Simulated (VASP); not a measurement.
# ClInIH in VASP: reference runs

Aim: a first look at ClInIH with PBE, on the cell as given.

Program: VASP 6.6.1. These are calculated values, not measurements. Logs are shortened: lines on timing, memory, paths and dates and some standing lists are left out, and cuts for length are marked.

## Step 1: The molecule as given

The cell holds a molecule in a box, 4 atoms: a = 12.000 Å, b = 13.000 Å, c = 11.000 Å, α = 90.00°, β = 90.00°, γ = 90.00°.

## Step 2: Single point, PBE

Contents of INCAR:

```
SYSTEM = InHICl
PREC     = Accurate       ! precision mode
ENCUT    = 520            ! plane-wave cutoff, eV
EDIFF    = 1E-7           ! SCF threshold, eV
ISMEAR   = 0              ! smearing method
SIGMA    = 0.01           ! smearing width, eV
LREAL    = .FALSE.        ! projectors in reciprocal space
LASPH    = .TRUE.         ! aspherical terms in the spheres
NELM     = 100            ! most SCF steps
ALGO     = Normal         ! electronic algorithm
ISIF     = 2              ! what is computed and relaxed
LWAVE    = .FALSE.        ! write WAVECAR
LCHARG   = .FALSE.        ! write CHGCAR
GGA      = PE             ! functional
NBANDS   = 22             ! bands
```

Contents of KPOINTS:

```
regular mesh
0
G
  1 1 1
  0 0 0
```

Contents of POSCAR:

```
InHICl
1.0
   12.0000000000      0.0000000000      0.0000000000
    0.0000000000     13.0000000000      0.0000000000
    0.0000000000      0.0000000000     11.0000000000
Cl In I H
1 1 1 1
Direct
    0.3788916700      0.5504615400      0.4383136400
    0.5526333300      0.5421461500      0.5304136400
    0.6218333300      0.3521230800      0.5678681800
    0.6232750000      0.6511076900      0.5673863600
```

Potentials or basis: VASP PAW PBE potentials, release 64 (Cl, In_d, I, H).

On the command line:

```sh
$ cat potpaw_PBE.64/Cl/POTCAR potpaw_PBE.64/In_d/POTCAR potpaw_PBE.64/I/POTCAR potpaw_PBE.64/H/POTCAR > POTCAR
$ mpirun -np 1 vasp_gam > vasp.out
```

OUTCAR:

```text
SYSTEM = InHICl
   PREC = Accurate
   ENCUT = 520
   EDIFF = 1E-7
   ISMEAR = 0
   LREAL = .FALSE.
   LASPH = .TRUE.
   NELM = 100
   ISIF = 2
   GGA = PE

 ion  position               nearest neighbor table
   1  0.379  0.550  0.438-   2 2.32
   2  0.553  0.542  0.530-   4 1.70   1 2.32   3 2.64
   3  0.622  0.352  0.568-   2 2.64
   4  0.623  0.651  0.567-   2 1.70

  LATTYP: Found a simple orthorhombic cell.
 ALAT       =    11.0000000000
 B/A-ratio  =     1.0909090909
 C/A-ratio  =     1.1818181818

  Lattice vectors:

 A1 = (   0.0000000000,   0.0000000000,  11.0000000000)
 A2 = (  12.0000000000,   0.0000000000,   0.0000000000)
 A3 = (   0.0000000000,  13.0000000000,   0.0000000000)

Analysis of symmetry for initial positions (statically):
=====================================================================
 Subroutine PRICEL returns:
 Original cell was already a primitive cell.

 Routine SETGRP: Setting up the symmetry group for a
 simple orthorhombic supercell.

 Subroutine GETGRP returns: Found  1 space group operations
 (whereof  1 operations were pure point group operations)
 out of a pool of  8 trial point group operations.

The static configuration has the point symmetry C_1 .

Analysis of symmetry for dynamics (positions and initial velocities):
=====================================================================
 Subroutine PRICEL returns:
 Original cell was already a primitive cell.

 Routine SETGRP: Setting up the symmetry group for a
 simple orthorhombic supercell.

 Subroutine GETGRP returns: Found  1 space group operations
 (whereof  1 operations were pure point group operations)
 out of a pool of  8 trial point group operations.

The dynamic configuration has the point symmetry C_1 .

 Subroutine INISYM returns: Found  1 space group operations
 (whereof  1 operations are pure point group operations),
 and found     1 'primitive' translations

----------------------------------------------------------------------------------------

                                     Primitive cell

  volume of cell :    1716.0000

  direct lattice vectors                    reciprocal lattice vectors
    12.000000000  0.000000000  0.000000000     0.083333333  0.000000000  0.000000000
     0.000000000 13.000000000  0.000000000     0.000000000  0.076923077  0.000000000
     0.000000000  0.000000000 11.000000000     0.000000000  0.000000000  0.090909091

  length of vectors
    12.000000000 13.000000000 11.000000000     0.083333333  0.076923077  0.090909091

  position of ions in fractional coordinates (direct lattice)
     0.378891670  0.550461540  0.438313640
     0.552633330  0.542146150  0.530413640
     0.621833330  0.352123080  0.567868180
     0.623275000  0.651107690  0.567386360

  ion indices of the primitive-cell ions
   primitive index   ion index
                 1           1
                 2           2
                 3           3
                 4           4

----------------------------------------------------------------------------------------

 KPOINTS: regular mesh

Automatic generation of k-mesh.
 Grid dimensions read from file:
 generate k-points for:    1    1    1

 Generating k-lattice:

  Cartesian coordinates                     Fractional coordinates (reciprocal lattice)
     0.083333333  0.000000000  0.000000000     1.000000000  0.000000000  0.000000000
     0.000000000  0.076923077  0.000000000     0.000000000  1.000000000  0.000000000
     0.000000000  0.000000000  0.090909091     0.000000000  0.000000000  1.000000000

  Length of vectors
     0.083333333  0.076923077  0.090909091

  Shift w.r.t. Gamma in fractional coordinates (k-lattice)
     0.000000000  0.000000000  0.000000000

 Subroutine IBZKPT returns following result:
 ===========================================

 Found      1 irreducible k-points:

 Following reciprocal coordinates:
            Coordinates               Weight
  0.000000  0.000000  0.000000      1.000000
   k-points           NKPTS =      1   k-points in BZ     NKDIM =      1   number of bands    NBANDS=     22
   number of dos      NEDOS =    301   number of ions     NIONS =      4
   total plane-waves  NPLWV = 740880
   dimension x,y,z NGX =    90 NGY =   98 NGZ =   84
   dimension x,y,z NGXF=   180 NGYF=  196 NGZF=  168
   ions per type =               1   1   1   1
   NGX,Y,Z   is equivalent  to a cutoff of  12.47, 12.53, 12.70 a.u.
   NGXF,Y,Z  is equivalent  to a cutoff of  24.94, 25.06, 25.39 a.u.
 SYSTEM =  InHICl
   PREC   = accura    normal or accurate (medium, high low for compatibility)
   ISTART =      0    job   : 0-new  1-cont  2-samecut
   ICHARG =      2    charge: 1-file 2-atom 10-const
   ISPIN  =      1    spin polarized calculation?
   LNONCOLLINEAR =      F non collinear calculations
   LSORBIT =      F    spin-orbit coupling
   LASPH  =      T    aspherical Exc in radial PAW
   ENCUT  =  520.0 eV  38.22 Ry    6.18 a.u.  22.31 24.17 20.45*2*pi/ulx,y,z
   NELM   =    100;   NELMIN=  2; NELMDL= -5     # of ELM steps
   EDIFF  = 0.1E-06   stopping-criterion for ELM
   LREAL  =      F    real-space projection
   EDIFFG = 0.1E-05   stopping-criterion for IOM
   NSW    =      0    number of steps for IOM
   IBRION =     -1    ionic relax: 0-MD 1-quasi-New 2-CG
   NFREE  =      0    steps in history (QN), initial steepest desc. (CG)
   ISIF   =      2    stress and relaxation
   ISYM   =      2    0-nonsym 1-usesym 2-fastsym
   POTIM  = 0.5000    time-step for ionic-motion
   TEBEG  =    0.0;   TEEND  =   0.0 temperature during run
   PSTRESS=    0.0 pullay stress
   NELECT =      28.0000    total number of electrons
   NUPDOWN=      -1.0000    fix difference up-down
   EMIN   =  10.00;   EMAX   =-10.00  energy-range for DOS
   EFERMI =   0.00;   METHOD = LEGACY
   ISMEAR =     0;   SIGMA  =   0.01  broadening in eV -4-tet -1-fermi 0-gaus
   EFERMI_NEDOS =   21; number of points for ismear=-14 and -15
   IALGO  =     38    algorithm
   IMIX   =      4    mixing-type and parameters
     AMIX     =   0.40;   BMIX     =  1.00
     AMIX_MAG =   1.60;   BMIX_MAG =  1.00
  volume/ion in A,a.u.               =     429.00      2895.03
  Fermi-wavevector in a.u.,A,eV,Ry     =   0.415230  0.784670  2.345858  0.172416
  Thomas-Fermi vector in A             =   1.374036
   LORBIT       =      0    0 simple, 1 ext, 2 COOP (PROOUT), +10 PAW based schemes
   GGA     = PE    functional components
   LHFCALC =     F    Hartree Fock is set to
   AEXX    =    0.0000 exact exchange contribution
   IVDW    =     0    specifies the selected vdW correction
   LEPSILON=     F    determine dielectric tensor
   LRPA    =     F    only Hartree local field effects (RPA)
 non-spin polarized calculation
 Gauss-broadening in eV      SIGMA  =   0.01
  energy-cutoff  :      520.00
  volume of cell :     1716.00
 maximum number of plane-waves:     23131
 NGX is ok and might be reduce to    90
   NGX = 45   NGY = 49   NGZ = 41

 number of electron      27.9999998 magnetization

 Free energy of the ion-electron system (eV)
  ---------------------------------------------------
  ext. energy  EPLUGINS =         0.00000000
  ---------------------------------------------------
  free energy    TOTEN  =       -10.50970403 eV

  energy without entropy =      -10.50970403  energy(sigma->0) =      -10.50970403

 E-fermi :  -6.1282     XC(G=0):  -1.0504

 val. band max:       -6.2253630906   @ k =   0.0000   0.0000   0.0000
 cond. band min:      -2.2728625664   @ k =   0.0000   0.0000   0.0000
 fundamental gap:      3.9525005242
 Fermi energy:        -6.1281923517

 k-point     1 :       0.0000    0.0000    0.0000
  band No.  band energies     occupation
      1     -20.3487      2.00000
      2     -19.7313      2.00000
      3     -19.5803      2.00000
      4     -19.5584      2.00000
      5     -19.5255      2.00000
      6     -18.6542      2.00000
      7     -16.7100      2.00000
      8     -10.6464      2.00000
      9      -8.1502      2.00000
     10      -7.8191      2.00000
     11      -7.3512      2.00000
     12      -6.8637      2.00000
     13      -6.4412      2.00000
     14      -6.2254      2.00000
     15      -2.2729      0.00000
     16      -2.2465      0.00000
     17      -0.1957      0.00000
     18      -0.1434      0.00000
     19       0.7536      0.00000
     20       0.8530      0.00000
     21       0.9369      0.00000
     22       1.1243      0.00000

------------------------ aborting loop because EDIFF is reached ----------------------------------------

  FORCE on cell =-STRESS in cart. coord.  units (eV):
  Direction    XX          YY          ZZ          XY          YZ          ZX
  --------------------------------------------------------------------------------------
  -------------------------------------------------------------------------------------
  Total        0.6828938      0.7731421      0.1427877     -0.1295342     -0.0663066      0.3562118
  in kB        0.6375973      0.7218594      0.1333166     -0.1209421     -0.0619084      0.3325842
  external PRESSURE =       0.4975911 kB  Pullay stress =       0.0000000 kB

 VOLUME and BASIS-vectors are now :
 -----------------------------------------------------------------------------
  energy-cutoff  :      520.00
  volume of cell :     1716.00
      direct lattice vectors                 reciprocal lattice vectors
    12.000000000  0.000000000  0.000000000     0.083333333  0.000000000  0.000000000
     0.000000000 13.000000000  0.000000000     0.000000000  0.076923077  0.000000000
     0.000000000  0.000000000 11.000000000     0.000000000  0.000000000  0.090909091

 POSITION                                       TOTAL-FORCE (eV/Angst)
 -----------------------------------------------------------------------------------
      4.54670      7.15600      4.82145        -0.282197      0.020438     -0.139607
      6.63160      7.04790      5.83455         0.121934      0.090712      0.060690
      7.46200      4.57760      6.24655         0.084175     -0.248793      0.042127
      7.47930      8.46440      6.24125         0.076088      0.137643      0.036790
 -----------------------------------------------------------------------------------
    total drift:                                0.000128     -0.001460     -0.000276

  FREE ENERGIE OF THE ION-ELECTRON SYSTEM (eV)
  ---------------------------------------------------
  free  energy   TOTEN  =       -10.5097040322 eV

  energy  without entropy=      -10.5097040322  energy(sigma->0) =      -10.50970403
```

Run time: 3.1 min. Hardware: 1 thread of Intel Xeon Platinum 8488C (Sapphire Rapids), shared host; peak memory 1.3 GiB.

What came out:

| Quantity | Value |
| --- | --- |
| Free energy | -10.5097 eV |
| Largest force | 0.316 eV/Å |
| Gap between the frontier levels | 3.95 eV |

Forces on the atoms (eV/Å):
```
Cl  -0.282  0.020 -0.140
In   0.122  0.091  0.061
I    0.084 -0.249  0.042
H    0.076  0.138  0.037
```

Caveat: spin-orbit coupling is left out, which moves the levels of the heavy elements.
